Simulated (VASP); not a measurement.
Computed with PBE GGA, VASP's PBE PAW potentials (set 64) (plane waves; VASP).

Input for VASP

File POSCAR:
```
PbS
1.0
  0.0000000000   3.0019069061   3.0019069061
  3.0019069061   0.0000000000   3.0019069061
  3.0019069061   3.0019069061   0.0000000000
Pb S
1 1
Cart
  0.0000000000   0.0000000000   0.0000000000
  3.0019069061   3.0019069061   3.0019069061
```

INCAR:
```
ALGO  =  Normal
EDIFF  =  1E-7
EDIFFG  =  -0.01
ENCUT  =  480
GGA  =  PE
IBRION  =  2
ISIF  =  3
ISMEAR  =  0
LASPH  =  T
LCHARG  =  F
LMAXMIX  =  4
LREAL  =  F
LWAVE  =  F
NELM  =  100
NSW  =  40
PREC  =  Accurate
PSTRESS  =  10
SIGMA  =  0.05
SYSTEM  =  PbS
```

**KPOINTS**
```
Automatic mesh
0
Gamma
 8 8 8
```

POTCAR, in this order: Pb_d S (PBE.64 set). Program: vasp_std.

The run wrote:

### OSZICAR
```
       N       E                     dE             d eps       ncg     rms          rms(c)
DAV:   1     0.153911078972E+03    0.15391E+03   -0.93809E+03   812   0.141E+03
DAV:   2     0.340470813880E+01   -0.15051E+03   -0.14740E+03   836   0.343E+02
DAV:   3    -0.898026239323E+01   -0.12385E+02   -0.12322E+02  1096   0.105E+02
DAV:   4    -0.927239739626E+01   -0.29214E+00   -0.29190E+00   898   0.191E+01
DAV:   5    -0.928495801535E+01   -0.12561E-01   -0.12560E-01  1154   0.376E+00    0.438E+00
DAV:   6    -0.876464430598E+01    0.52031E+00   -0.16348E+00  1216   0.969E+00    0.310E+00
DAV:   7    -0.876627689752E+01   -0.16326E-02   -0.15124E-01   876   0.220E+00    0.182E+00
DAV:   8    -0.877010344031E+01   -0.38265E-02   -0.16945E-02   896   0.164E+00    0.312E-01
DAV:   9    -0.876962873321E+01    0.47471E-03   -0.34665E-03  1236   0.586E-01    0.957E-02
DAV:  10    -0.876984995740E+01   -0.22122E-03   -0.38971E-04   842   0.130E-01    0.602E-02
DAV:  11    -0.876985492908E+01   -0.49717E-05   -0.66245E-05  1010   0.100E-01    0.130E-02
DAV:  12    -0.876985608888E+01   -0.11598E-05   -0.42293E-06  1010   0.217E-02    0.314E-03
DAV:  13    -0.876985612227E+01   -0.33392E-07   -0.18545E-07   728   0.559E-03
   1 F= -.84321717E+01 E0= -.84321717E+01  d E =-.843217E+01
       N       E                     dE             d eps       ncg     rms          rms(c)
DAV:   1    -0.885962474857E+01   -0.89769E-01   -0.29598E+00   992   0.309E+01    0.180E+00
DAV:   2    -0.877729416462E+01    0.82331E-01   -0.17362E-01   992   0.775E+00    0.624E-01
DAV:   3    -0.876444407763E+01    0.12850E-01   -0.55948E-02   998   0.425E+00    0.171E-01
DAV:   4    -0.876458810949E+01   -0.14403E-03   -0.13488E-03   864   0.336E-01    0.829E-02
DAV:   5    -0.876463487629E+01   -0.46767E-04   -0.18859E-04  1052   0.181E-01    0.360E-02
DAV:   6    -0.876464223740E+01   -0.73611E-05   -0.26721E-05   956   0.703E-02    0.523E-03
DAV:   7    -0.876463948017E+01    0.27572E-05   -0.22117E-06   842   0.196E-02    0.244E-03
DAV:   8    -0.876463845600E+01    0.10242E-05   -0.41678E-07   968   0.840E-03    0.715E-04
DAV:   9    -0.876463852197E+01   -0.65978E-07   -0.13743E-08   448   0.124E-03
   2 F= -.84345096E+01 E0= -.84345096E+01  d E =-.233796E-02
       N       E                     dE             d eps       ncg     rms          rms(c)
DAV:   1    -0.877295729192E+01   -0.83188E-02   -0.19540E-01   998   0.822E+00    0.451E-01
DAV:   2    -0.876772525923E+01    0.52320E-02   -0.11019E-02   998   0.191E+00    0.159E-01
DAV:   3    -0.876687020916E+01    0.85505E-03   -0.36753E-03  1004   0.109E+00    0.403E-02
DAV:   4    -0.876686930568E+01    0.90348E-06   -0.83991E-05   844   0.863E-02    0.211E-02
DAV:   5    -0.876686606496E+01    0.32407E-05   -0.11833E-05  1022   0.427E-02    0.781E-03
DAV:   6    -0.876686490177E+01    0.11632E-05   -0.14572E-06  1022   0.174E-02    0.148E-03
DAV:   7    -0.876686549251E+01   -0.59074E-06   -0.16375E-07   748   0.556E-03    0.582E-04
DAV:   8    -0.876686570905E+01   -0.21654E-06   -0.17737E-08   436   0.189E-03    0.184E-04
DAV:   9    -0.876686571287E+01   -0.38171E-08   -0.37651E-09   442   0.681E-04
   3 F= -.84348281E+01 E0= -.84348281E+01  d E =-.265642E-02
```

### OUTCAR
```
------------------------ aborting loop because EDIFF is reached ----------------------------------------
  FORCE on cell =-STRESS in cart. coord.  units (eV):
  Direction    XX          YY          ZZ          XY          YZ          ZX
  --------------------------------------------------------------------------------------
  Total        0.3325110      0.3325110      0.3325110     -0.0000000      0.0000000      0.0000000
  in kB       10.0142572     10.0142572     10.0142572     -0.0000000      0.0000000      0.0000000
  external PRESSURE =       0.0142572 kB  Pullay stress =      10.0000000 kB
  volume of cell :       53.20
      direct lattice vectors                 reciprocal lattice vectors
     0.000000000  2.985079921  2.985079921    -0.167499703  0.167499703  0.167499703
     2.985079921  0.000000000  2.985079921     0.167499703 -0.167499703  0.167499703
     2.985079921  2.985079921 -0.000000000     0.167499703  0.167499703 -0.167499703
  FREE ENERGIE OF THE ION-ELECTRON SYSTEM (eV)
  ---------------------------------------------------
  free  energy   TOTEN  =        -8.7668657129 eV

  energy  without entropy=       -8.7668657129  energy(sigma->0) =       -8.76686571
  enthalpy is  TOTEN    =        -8.4348280848 eV   P V=        0.3320376280

 reached required accuracy - stopping structural energy minimisation
```
(Selected blocks of OUTCAR.)

File CONTCAR:
```
PbS
   1.00000000000000
     0.0000000000000000    2.9850799207625438    2.9850799207625438
     2.9850799207625438    0.0000000000000000    2.9850799207625438
     2.9850799207625438    2.9850799207625438   -0.0000000000000000
  Pb              S
     1     1
Direct
     0.0000000000000000    0.0000000000000000    0.0000000000000000
     0.5000000000000000    0.5000000000000000    0.5000000000000000
```

OUTCAR:
```
 val. band max:        5.5478022080   @ k =   0.5000   0.0000   0.0000

 cond. band min:       5.9816950922   @ k =   0.5000   0.0000   0.0000


 Fermi energy:         5.7687888170

 k-point     1 :       0.0000    0.0000    0.0000
  band No.  band energies     occupation
      1     -11.2256      2.00000
      2     -11.2256      2.00000
      3     -11.2256      2.00000
      4     -11.2087      2.00000
      5     -11.2087      2.00000
      6      -7.8550      2.00000
      7      -0.5034      2.00000
      8       3.4915      2.00000
      9       3.4915      2.00000
     10       3.4915      2.00000
     11      10.7230      0.00000
     12      10.7230      0.00000
     13      10.7230      0.00000
     14      12.3480      0.00000

 k-point     2 :       0.1250    0.0000    0.0000
  band No.  band energies     occupation
      1     -11.2249      2.00000
      2     -11.2227      2.00000
      3     -11.2227      2.00000
      4     -11.2095      2.00000
      5     -11.2095      2.00000
      6      -7.7261      2.00000
      7      -0.9256      2.00000
      8       3.5316      2.00000
      9       3.5316      2.00000
     10       3.8045      2.00000
     11       9.5364      0.00000
     12       9.9744      0.00000
     13       9.9744      0.00000
     14      12.2870      0.00000

 k-point     3 :       0.2500    0.0000    0.0000
  band No.  band energies     occupation
      1     -11.2273      2.00000
      2     -11.2273      2.00000
      3     -11.2235      2.00000
      4     -11.1998      2.00000
      5     -11.1998      2.00000
      6      -7.3688      2.00000
      7      -1.8451      2.00000
      8       3.6457      2.00000
      9       3.6457      2.00000
     10       4.4294      2.00000
     11       7.9313      0.00000
     12       8.7978      0.00000
     13       8.7978      0.00000
     14      12.4588      0.00000

 k-point     4 :       0.3750    0.0000    0.0000
  band No.  band energies     occupation
...
```

Unless said otherwise, spin-orbit coupling is left out, though it shifts the bands of the heavy elements here.

The compound is PbS in the rock salt structure. This run relaxes it under an external pressure of 1 GPa. Symmetry was kept, so distortions that lower it aren't found.
